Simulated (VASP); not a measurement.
Energy against volume of BAs (zinc blende). These are vdW-DF-cx, VASP's PBE PAW potentials (set 64) (plane waves; VASP 6.6.1) values and carry that method's errors. Run with 520 eV cut-off, 9×9×9 Γ-centred mesh, Gaussian smearing of 0.050 eV, potentials B As.

| V (Å³/atom) | E (eV/atom) |
|---|---|
| 13.405 | -4.73665 |
| 13.820 | -4.74232 |
| 14.235 | -4.73740 |
| 14.649 | -4.72339 |

Q: Fit these four points and predict the energy of the run at 12.991 Å³/atom.

A: A cubic in V^(−2/3), the third-order Birch-Murnaghan form, passes through the four points with V0 = 13.82 Å³/atom and B0 = 136 GPa, and gives -4.7187 eV/atom there. The run gave -4.7186 eV/atom, +0.1 meV/atom from the fit; all five points give B0 = 136 GPa.

The compound is BAs in the zinc blende structure. It was relaxed first.
